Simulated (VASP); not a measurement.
Set up this calculation in VASP 6.6.1, as the native input.

```
Task                   : single point
Functional             : PBE
Potentials or basis    : VASP PAW PBE potentials, release 64 (Mn_pv, Al, Mg)
Cutoff                 : 520 eV
k mesh                 : 6 × 5 × 5
Occupations            : fermi-dirac, width 0.05 eV
Spin                   : collinear spin, ferromagnetic start
Starting moments       : [4.0, 0.0, 0.0, 0.0, 0.0, 0.0, 0.0, 0.0] μB
Further INCAR settings : ALGO = Normal; EDIFF = 1e-07; NBANDS = 28
```

The structure of Mg6MnAl lies in POSCAR:

```
Mg6MnAl
1.0
    4.8730180000      0.0000000000      0.0000000000
    0.0000000000      3.1218115000      5.3701920000
    0.0000000000     -3.1218115000      5.3701920000
Mn Al Mg
1 1 6
Direct
    0.5074230000      0.6708820000      0.6780430000
   -0.0035570000      0.8203160000      0.8215620000
    0.4979180000      0.1631070000      0.1644160000
    0.5062380000      0.6755850000      0.1503890000
    0.5037730000      0.1678420000      0.6596500000
   -0.0048820000      0.3273600000      0.3356690000
   -0.0103280000      0.8402470000      0.3349360000
    0.0009870000      0.3467780000      0.8262010000
```

The cell comes from a database or a generator and needn't be the stable form of this composition.

The cell isn't the ideal one: atoms moved at random, drawn with an rms of 0.05 Å.

The input as run:

INCAR

```
SYSTEM = Mg6MnAl
PREC = Accurate ; ENCUT = 520
EDIFF = 1E-7 ; ISMEAR = -1
SIGMA = 0.05 ; LREAL = .False.
LASPH = .True. ; NELM = 100
ALGO = Normal ; ISIF = 2
LWAVE = .False. ; LCHARG = .False.
ISPIN = 2 ; MAGMOM = 4 0 0 0 0 0 0 0
LORBIT = 11 ; LMAXMIX = 4
GGA = PE ; NBANDS = 28
```

KPOINTS

```
regular mesh
0
Gamma
  6 5 5
  0 0 0
```

Potentials or basis: VASP PAW PBE potentials, release 64 (Mn_pv, Al, Mg).

Launch:

```sh
$ cat potpaw_PBE.64/Mn_pv/POTCAR potpaw_PBE.64/Al/POTCAR potpaw_PBE.64/Mg/POTCAR > POTCAR
$ mpirun -np 1 vasp_std > vasp.out
```

Results of the run:

| Quantity | Value |
| --- | --- |
| Pressure | -0.3 GPa |
| Largest force | 0.368 eV/Å |
| Band gap on the k mesh | none (metal or under the smearing width) |
| Net moment | 3.29 μB per cell |
| Site moments | Mn +3.54; Al -0.03; Mg -0.02, +0.01 μB |
| Valence electrons inside the program's atomic spheres | Mn 11.41; Al 0.76; Mg 0.38, 0.36, 0.37 |

Wall time 21 min on 1 thread of Intel(R) Xeon(R) Platinum 8175M CPU @ 2.50GHz (Skylake/Cascade Lake), on a shared host, peak memory 0.71 GiB.
